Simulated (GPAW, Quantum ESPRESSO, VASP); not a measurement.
# Code comparison for CdNa3 (Fm-3m, 4 atoms in the cell)

Self-consistent single point.

```xyz
4
Lattice="0.0000 3.8762 3.8762 3.8762 0.0000 3.8762 3.8762 3.8762 0.0000" Properties=species:S:1:pos:R:3 pbc="T T T"
Na     1.9381     1.9381     1.9381
Na     5.8144     5.8144     5.8144
Na     3.8762     3.8762     3.8762
Cd     0.0000     0.0000     0.0000
```

Shared settings, as Quantum ESPRESSO writes them: occupations = smearing; smearing = fermi-dirac; degauss = 0.0073499 Ry; K_POINTS = automatic 10 10 10 0 0 0. Potentials and cutoffs stand in the table.

```tsv
code	model	pressure (GPa)	cutoff
VASP	PBEsol, VASP's PBE PAW potentials (set 64)	-0.17	300 eV
GPAW	PBEsol, GPAW PAW datasets PBEsol (made by gpaw-setup)	-0.21	800 eV
Quantum ESPRESSO	PBEsol, GBRV 1.5 ultrasoft (PBESOL) pseudopotentials	-0.25	40 Ry
```

The spread over the programs that give each value: pressure within 0.08 GPa.

VASP's run is marked for a possible Pulay error in its stress at this cutoff; no cutoff test was made.

The starting cell comes from a database of computed structures (which also holds hypothetical and non-ambient phases and stackings), without a prior relaxation at this level.

Left out of this page: Ansatz, CP2K and SIESTA (not drawn, or without a comparable value); FLEUR (with a known weakness of the program).
